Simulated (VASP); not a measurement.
These are PBEsol GGA, VASP's PBE PAW potentials (set 64) (plane waves; VASP 6.6.1) values and carry that method's errors.

VASP input:

POSCAR:
```
AlN
1
   -0.0000000000     2.1555002626     2.1555002626
    2.1555002626     0.0000000000     2.1555002626
    2.1555002626     2.1555002626    -0.0000000000
Al N
1 1
Direct
  0.0000000000   0.0000000000   0.0000000000
  0.2500000000   0.2500000000   0.2500000000
```

**KPOINTS**
```
Automatic mesh
0
Gamma
11 11 11
0 0 0
```

INCAR:
```
! general
SYSTEM  = AlN
PREC    = Accurate
ENCUT   = 620
LREAL   = .FALSE.
LASPH   = .TRUE.

! electronic loop
EDIFF   = 1E-6
NELM    = 100
ALGO    = Normal

! smearing
ISMEAR  = 0
SIGMA   = 0.05

! functional
GGA     = PS

! ions
IBRION  = 2
NSW     = 40
ISIF    = 3
EDIFFG  = -0.02
PSTRESS = 100

! output
LWAVE   = .FALSE.
LCHARG  = .FALSE.
```

POTCAR, in this order: Al N (PBE.64 set). Program: vasp_std.

The run wrote:

### OUTCAR
```
 ion  position               nearest neighbor table
   1  0.000  0.000  0.000-   2 1.87   2 1.87   2 1.87   2 1.87
   2  0.250  0.250  0.250-   1 1.87   1 1.87   1 1.87   1 1.87
  LATTYP: Found a face centered cubic cell.
 ALAT       =     4.3110005252
 Subroutine PRICEL returns:
 Original cell was already a primitive cell.
 Subroutine GETGRP returns: Found 24 space group operations
The static configuration has the point symmetry T_d .
The dynamic configuration has the point symmetry T_d .
 Subroutine INISYM returns: Found 24 space group operations
 Subroutine IBZKPT returns following result:
 Found     56 irreducible k-points:

 Following reciprocal coordinates:
            Coordinates               Weight
  0.000000  0.000000  0.000000      1.000000
  0.090909  0.000000  0.000000      8.000000
  0.181818  0.000000  0.000000      8.000000
  0.272727  0.000000  0.000000      8.000000
  0.363636  0.000000  0.000000      8.000000
  0.454545  0.000000  0.000000      8.000000
  0.090909  0.090909  0.000000      6.000000
  0.181818  0.090909  0.000000     24.000000
  0.272727  0.090909  0.000000     24.000000
  0.363636  0.090909  0.000000     24.000000
  0.454545  0.090909  0.000000     24.000000
 -0.454545  0.090909  0.000000     24.000000
 -0.363636  0.090909  0.000000     24.000000
 -0.272727  0.090909  0.000000     24.000000
 -0.181818  0.090909  0.000000     24.000000
 -0.090909  0.090909  0.000000     12.000000
  0.181818  0.181818  0.000000      6.000000
  0.272727  0.181818  0.000000     24.000000
  0.363636  0.181818  0.000000     24.000000
  0.454545  0.181818  0.000000     24.000000
 -0.454545  0.181818  0.000000     24.000000
 -0.363636  0.181818  0.000000     24.000000
 -0.272727  0.181818  0.000000     24.000000
 -0.181818  0.181818  0.000000     12.000000
...
```

**OSZICAR**
```
       N       E                     dE             d eps       ncg     rms          rms(c)
DAV:   1     0.168234389638E+02    0.16823E+02   -0.45438E+03   904   0.981E+02
DAV:   2    -0.172122526504E+02   -0.34036E+02   -0.32925E+02  1208   0.176E+02
DAV:   3    -0.178962720567E+02   -0.68402E+00   -0.68402E+00  1096   0.312E+01
DAV:   4    -0.178980953668E+02   -0.18233E-02   -0.18233E-02  1304   0.152E+00
DAV:   5    -0.178981002514E+02   -0.48846E-05   -0.48846E-05  1144   0.586E-02    0.849E+00
DAV:   6    -0.156346866328E+02    0.22634E+01   -0.12277E+01  1048   0.241E+01    0.298E+00
DAV:   7    -0.156021557801E+02    0.32531E-01   -0.11457E-01   992   0.331E+00    0.199E+00
DAV:   8    -0.155847049557E+02    0.17451E-01   -0.18380E-02  1064   0.191E+00    0.387E-01
DAV:   9    -0.155844823163E+02    0.22264E-03   -0.65299E-04  1256   0.220E-01    0.205E-01
DAV:  10    -0.155845260113E+02   -0.43695E-04   -0.11133E-04  1024   0.934E-02    0.502E-02
DAV:  11    -0.155845244649E+02    0.15464E-05   -0.33626E-06  1080   0.174E-02    0.893E-03
DAV:  12    -0.155845246332E+02   -0.16833E-06   -0.16638E-07   544   0.488E-03
   1 F= -.14334370E+02 E0= -.14334370E+02  d E =-.143344E+02
```

File OUTCAR:
```
------------------------ aborting loop because EDIFF is reached ----------------------------------------
  FORCE on cell =-STRESS in cart. coord.  units (eV):
  Direction    XX          YY          ZZ          XY          YZ          ZX
  --------------------------------------------------------------------------------------
  Total        1.2491472      1.2491472      1.2491472      0.0000000     -0.0000000     -0.0000000
  in kB       99.9194337     99.9194337     99.9194337      0.0000000     -0.0000000     -0.0000000
  external PRESSURE =      -0.0805663 kB  Pullay stress =     100.0000000 kB
  volume of cell :       20.03
      direct lattice vectors                 reciprocal lattice vectors
     0.000000000  2.155500263  2.155500263    -0.231964713  0.231964713  0.231964713
     2.155500263  0.000000000  2.155500263     0.231964713 -0.231964713  0.231964713
     2.155500263  2.155500263  0.000000000     0.231964713  0.231964713 -0.231964713
  FREE ENERGIE OF THE ION-ELECTRON SYSTEM (eV)
  ---------------------------------------------------
  free  energy   TOTEN  =       -15.5845246332 eV

  energy  without entropy=      -15.5845246332  energy(sigma->0) =      -15.58452463
  enthalpy is  TOTEN    =       -14.3343702338 eV   P V=        1.2501543995

 reached required accuracy - stopping structural energy minimisation
```
(Selected blocks of OUTCAR.)

The compound is AlN in the zinc blende structure, a metastable form; wurtzite is the usual one. It was relaxed first under an external pressure of 10 GPa.
